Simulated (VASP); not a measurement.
Computed with r2SCAN meta-GGA, VASP's PBE PAW potentials (set 64) (plane waves; VASP).

VASP ran on this input.

### INCAR
```
LCHARG  =  F
EDIFF  =  1E-6
LASPH  =  T   # aspherical one-centre terms
IBRION  =  2   # conjugate gradients
NELM  =  100   # most electronic steps
SYSTEM  =  Dy(SiOs)2
ALGO  =  Normal   # blocked Davidson
LWAVE  =  F
LREAL  =  F   # projection in real space or not
PREC  =  Accurate
LMAXMIX  =  6   # l cut-off of mixed one-centre charges
LMIXTAU  =  T
ISMEAR  =  1   # Methfessel-Paxton
ISIF  =  3   # ions, shape and volume
NSW  =  60   # most ionic steps
METAGGA  =  R2SCAN
ENCUT  =  400   # plane-wave cut-off (eV)
SIGMA  =  0.1
EDIFFG  =  -0.02   # ionic stop
```

File POSCAR:
```
Dy(SiOs)2
1.0
 -2.0687801894   2.0687801894   4.7917365022
  2.0687801894  -2.0687801894   4.7917365022
  2.0687801894   2.0687801894  -4.7917365022
Dy Si Os
1 2 2
Cartesian
  0.0000000000   0.0000000000   0.0000000000
 -0.0000000000   0.0000000000   6.0111158729
  2.0687801894   2.0687801894  -1.2193793707
  0.0000000000   2.0687801894   2.3958682511
  2.0687801894   0.0000000000   2.3958682511
```

File KPOINTS:
```
Automatic mesh
0
Gamma
9 9 9
0 0 0
```

POTCAR, in this order: Dy_3 Si Os (PBE.64 set). Program: vasp_std.

The run wrote:

File OSZICAR:
```
       N       E                     dE             d eps       ncg     rms          rms(c)
DAV:   1     0.491158478077E+02    0.49116E+02   -0.12657E+04  3000   0.126E+03
DAV:   2    -0.140944450007E+03   -0.19006E+03   -0.18254E+03  3116   0.423E+02
DAV:   3    -0.163685050232E+03   -0.22741E+02   -0.21235E+02  4376   0.917E+01
DAV:   4    -0.164738414153E+03   -0.10534E+01   -0.10048E+01  3984   0.225E+01
DAV:   5    -0.164776201840E+03   -0.37788E-01   -0.37616E-01  4256   0.405E+00    0.380E+01
DAV:   6    -0.159942547258E+03    0.48337E+01   -0.61315E+00  4580   0.163E+01    0.167E+01
DAV:   7    -0.158879713638E+03    0.10628E+01   -0.22628E+00  3940   0.111E+01    0.839E+00
DAV:   8    -0.159527596232E+03   -0.64788E+00   -0.71486E-01  3456   0.557E+00    0.311E+00
DAV:   9    -0.159500956361E+03    0.26640E-01   -0.10192E-01  4208   0.231E+00    0.103E+00
DAV:  10    -0.159496102541E+03    0.48538E-02   -0.53711E-02  3372   0.193E+00    0.532E-01
DAV:  11    -0.159521941891E+03   -0.25839E-01   -0.21022E-02  3648   0.109E+00    0.150E-01
DAV:  12    -0.159521808154E+03    0.13374E-03   -0.39607E-03  4132   0.439E-01    0.157E-01
DAV:  13    -0.159522151864E+03   -0.34371E-03   -0.14377E-03  3732   0.252E-01    0.391E-02
DAV:  14    -0.159522313739E+03   -0.16188E-03   -0.59291E-04  3768   0.179E-01    0.750E-02
DAV:  15    -0.159522534706E+03   -0.22097E-03   -0.12477E-04  3600   0.946E-02    0.430E-02
DAV:  16    -0.159522529457E+03    0.52491E-05   -0.55561E-05  3980   0.441E-02    0.926E-03
DAV:  17    -0.159522528280E+03    0.11770E-05   -0.61141E-06  3708   0.178E-02    0.131E-02
DAV:  18    -0.159522540510E+03   -0.12230E-04   -0.13482E-05  3952   0.271E-02    0.452E-03
DAV:  19    -0.159522541545E+03   -0.10358E-05   -0.64241E-07  1904   0.807E-03    0.270E-03
DAV:  20    -0.159522541546E+03   -0.70213E-09   -0.76027E-08  1804   0.322E-03
   1 F= -.15952254E+03 E0= -.15952243E+03  d E =-.159523E+03
       N       E                     dE             d eps       ncg     rms          rms(c)
DAV:   1    -0.159679043583E+03   -0.15650E+00   -0.36860E+00  3096   0.134E+01    0.458E+00
DAV:   2    -0.159539787489E+03    0.13926E+00   -0.94162E-01  4632   0.729E+00    0.108E+00
DAV:   3    -0.159508614774E+03    0.31173E-01   -0.16954E-01  4344   0.307E+00    0.104E+00
DAV:   4    -0.159499710451E+03    0.89043E-02   -0.37364E-02  4048   0.158E+00    0.436E-01
DAV:   5    -0.159501281459E+03   -0.15710E-02   -0.20864E-03  3440   0.408E-01    0.328E-01
DAV:   6    -0.159501059793E+03    0.22167E-03   -0.60212E-04  3508   0.144E-01    0.125E-01
DAV:   7    -0.159501292366E+03   -0.23257E-03   -0.27178E-04  3340   0.129E-01    0.302E-02
DAV:   8    -0.159501269592E+03    0.22774E-04   -0.12608E-04  3320   0.936E-02    0.282E-02
DAV:   9    -0.159501339313E+03   -0.69721E-04   -0.45518E-05  3344   0.615E-02    0.619E-03
DAV:  10    -0.159501343511E+03   -0.41982E-05   -0.60827E-06  3540   0.202E-02    0.435E-03
DAV:  11    -0.159501344448E+03   -0.93696E-06   -0.62606E-07  1964   0.743E-03
   2 F= -.15950134E+03 E0= -.15950125E+03  d E =0.211971E-01
       N       E                     dE             d eps       ncg     rms          rms(c)
DAV:   1    -0.159606458704E+03   -0.10512E+00   -0.15760E+00  3084   0.879E+00    0.303E+00
DAV:   2    -0.159546986439E+03    0.59472E-01   -0.39223E-01  4408   0.466E+00    0.662E-01
DAV:   3    -0.159534238191E+03    0.12748E-01   -0.65844E-02  4208   0.196E+00    0.653E-01
DAV:   4    -0.159530425479E+03    0.38127E-02   -0.14738E-02  3940   0.100E+00    0.293E-01
DAV:   5    -0.159531181248E+03   -0.75577E-03   -0.96432E-04  3400   0.272E-01    0.223E-01
DAV:   6    -0.159531096929E+03    0.84318E-04   -0.20477E-04  3672   0.900E-02    0.934E-02
DAV:   7    -0.159531204013E+03   -0.10708E-03   -0.12280E-04  3296   0.853E-02    0.184E-02
DAV:   8    -0.159531200961E+03    0.30516E-05   -0.54675E-05  3304   0.631E-02    0.172E-02
DAV:   9    -0.159531229668E+03   -0.28707E-04   -0.20255E-05  3332   0.408E-02    0.294E-03
DAV:  10    -0.159531231973E+03   -0.23056E-05   -0.25933E-06  2916   0.132E-02    0.293E-03
DAV:  11    -0.159531231710E+03    0.26383E-06   -0.30680E-07  1744   0.550E-03
   3 F= -.15953123E+03 E0= -.15953117E+03  d E =-.869016E-02
       N       E                     dE             d eps       ncg     rms          rms(c)
DAV:   1    -0.159535194130E+03   -0.39622E-02   -0.77083E-02  3196   0.183E+00    0.276E-01
DAV:   2    -0.159534876170E+03    0.31796E-03   -0.82466E-03  4092   0.838E-01    0.207E-01
DAV:   3    -0.159534781902E+03    0.94268E-04   -0.74160E-04  4152   0.210E-01    0.103E-01
DAV:   4    -0.159534771193E+03    0.10709E-04   -0.11659E-04  4108   0.889E-02    0.531E-02
DAV:   5    -0.159534781462E+03   -0.10269E-04   -0.22244E-05  3628   0.373E-02    0.164E-02
DAV:   6    -0.159534779161E+03    0.23007E-05   -0.75056E-06  3448   0.228E-02    0.958E-03
DAV:   7    -0.159534782545E+03   -0.33842E-05   -0.33043E-06  2820   0.148E-02    0.203E-03
DAV:   8    -0.159534783136E+03   -0.59030E-06   -0.55205E-07  1788   0.749E-03
   4 F= -.15953478E+03 E0= -.15953463E+03  d E =-.355143E-02
       N       E                     dE             d eps       ncg     rms          rms(c)
DAV:   1    -0.159535512464E+03   -0.72992E-03   -0.26515E-02  3196   0.107E+00    0.163E-01
DAV:   2    -0.159535397617E+03    0.11485E-03   -0.29572E-03  4136   0.498E-01    0.125E-01
DAV:   3    -0.159535359718E+03    0.37898E-04   -0.27674E-04  4168   0.128E-01    0.618E-02
DAV:   4    -0.159535357533E+03    0.21853E-05   -0.41237E-05  4124   0.528E-02    0.317E-02
DAV:   5    -0.159535361757E+03   -0.42244E-05   -0.80520E-06  3548   0.225E-02    0.945E-03
DAV:   6    -0.159535360753E+03    0.10040E-05   -0.24974E-06  2364   0.137E-02    0.624E-03
DAV:   7    -0.159535361972E+03   -0.12189E-05   -0.10185E-06  1812   0.940E-03    0.166E-03
DAV:   8    -0.159535362162E+03   -0.18935E-06   -0.18779E-07  1680   0.494E-03
   5 F= -.15953536E+03 E0= -.15953515E+03  d E =-.413045E-02
       N       E                     dE             d eps       ncg     rms          rms(c)
DAV:   1    -0.159536533845E+03   -0.11719E-02   -0.59797E-02  3000   0.175E+00    0.173E-01
DAV:   2    -0.159535874937E+03    0.65891E-03   -0.21606E-03  3924   0.396E-01    0.115E-01
DAV:   3    -0.159535875632E+03   -0.69486E-06   -0.34983E-04  3976   0.164E-01    0.425E-02
DAV:   4    -0.159535838593E+03    0.37038E-04   -0.10097E-04  3588   0.703E-02    0.167E-02
DAV:   5    -0.159535838124E+03    0.46942E-06   -0.13222E-05  3560   0.345E-02    0.955E-03
DAV:   6    -0.159535840618E+03   -0.24938E-05   -0.26853E-06  2588   0.142E-02    0.309E-03
DAV:   7    -0.159535840378E+03    0.24015E-06   -0.69327E-07  1816   0.839E-03
   6 F= -.15953584E+03 E0= -.15953565E+03  d E =-.478216E-03
```

OUTCAR:
```
------------------------ aborting loop because EDIFF is reached ----------------------------------------
  FORCE on cell =-STRESS in cart. coord.  units (eV):
  Direction    XX          YY          ZZ          XY          YZ          ZX
  --------------------------------------------------------------------------------------
  Total       -0.0144288     -0.0144288     -0.0929314      0.0000000      0.0000000     -0.0000000
  in kB       -0.2775017     -0.2775017     -1.7873007      0.0000000      0.0000000     -0.0000000
  external PRESSURE =      -0.7807681 kB  Pullay stress =       0.0000000 kB
  volume of cell :       83.31
      direct lattice vectors                 reciprocal lattice vectors
    -2.084905717  2.084905717  4.791183169     0.000000000  0.239818998  0.104358356
     2.084905717 -2.084905717  4.791183169     0.239818998  0.000000000  0.104358356
     2.084905717  2.084905717 -4.791183169     0.239818998  0.239818998  0.000000000
 POSITION                                       TOTAL-FORCE (eV/Angst)
 -----------------------------------------------------------------------------------
      0.00000      0.00000      9.58237         0.000000      0.000000     -0.000000
      0.00000      0.00000      6.03055        -0.000000     -0.000000      0.004910
      2.08491      2.08491     -1.23936        -0.000000     -0.000000     -0.004910
      0.00000      2.08491      2.39559         0.000000      0.000000     -0.000000
      2.08491      0.00000      2.39559         0.000000      0.000000      0.000000
 -----------------------------------------------------------------------------------
    total drift:                               -0.000000     -0.000000      0.000000
  FREE ENERGIE OF THE ION-ELECTRON SYSTEM (eV)
  ---------------------------------------------------
  free  energy   TOTEN  =      -159.5358403776 eV

  energy  without entropy=     -159.5352701218  energy(sigma->0) =     -159.53565029

 reached required accuracy - stopping structural energy minimisation
```
(Selected blocks of OUTCAR.)

**CONTCAR**
```
Dy(SiOs)2
   1.00000000000000
    -2.0849057166244154    2.0849057166244154    4.7911831685314441
     2.0849057166244154   -2.0849057166244154    4.7911831685314441
     2.0849057166244154    2.0849057166244154   -4.7911831685314441
  Dy              Si              Os
     1     2     2
Direct
     1.0000000000000000    1.0000000000000000    0.0000000000000000
     0.6293380445604735    0.6293380445604735    0.0000000000000000
     0.3706619554395266    0.3706619554395266    1.0000000000000000
     0.7500000000000000    0.2500000000000000    0.5000000000000000
     0.2500000000000000    0.7500000000000000    0.5000000000000000
```

File OUTCAR:
```
 val. band max:        7.2038279627   @ k =  -0.3333   0.3333   0.1111

 cond. band min:       7.2293147720   @ k =   0.3333   0.3333  -0.0000


 Fermi energy:         7.2253934690

 k-point     1 :       0.0000    0.0000    0.0000
  band No.  band energies     occupation
      1     -16.7453      2.00000
      2     -16.7453      2.00000
      3     -16.6244      2.00000
      4      -4.5766      2.00000
      5      -1.0048      2.00000
      6       0.6855      2.00000
      7       2.6409      2.00000
      8       2.6409      2.00000
      9       2.8293      2.00000
     10       4.8894      2.00000
     11       5.2028      2.00000
     12       5.2028      2.00000
     13       6.0985      2.00000
     14       6.3854      2.00000
     15       6.7833      2.00000
     16       6.7833      2.00000
     17       7.0033      2.00735
     18       7.5547     -0.00003
     19       9.7405      0.00000
     20      10.7671      0.00000

 k-point     2 :       0.1111    0.0000   -0.0000
  band No.  band energies     occupation
      1     -16.7561      2.00000
      2     -16.7440      2.00000
      3     -16.6246      2.00000
      4      -4.4252      2.00000
      5      -1.0048      2.00000
      6       0.8331      2.00000
      7       2.5285      2.00000
      8       2.5372      2.00000
      9       3.0553      2.00000
     10       4.3618      2.00000
     11       5.0659      2.00000
     12       5.2320      2.00000
     13       6.0220      2.00000
     14       6.4478      2.00000
     15       6.6455      2.00000
     16       6.8396      2.00000
     17       7.0938      2.06865
     18       7.5152     -0.00033
     19       9.7190      0.00000
     20       9.9990      0.00000

 k-point     3 :       0.2222    0.0000    0.0000
  band No.  band energies     occupation
      1     -16.7830      2.00000
      2     -16.7406      2.00000
      3     -16.6249      2.00000
      4      -3.9976      2.00000
      5      -1.0293      2.00000
...
```

The 4f electrons are frozen in the core of the lanthanide potential, so 4f levels, which can set the real gap, and their magnetism are missing. Unless said otherwise, spin-orbit coupling is left out, though it shifts the bands of the heavy elements here.

The structure comes from a computed database's DyOs2Si2 entry (I4/mmm); how it stands against other phases isn't given here. This run relaxes it. Symmetry was kept, so distortions that lower it aren't found. The start is the result of an earlier pass. The electron count is odd and the run is not spin-polarised, which forces a metal.
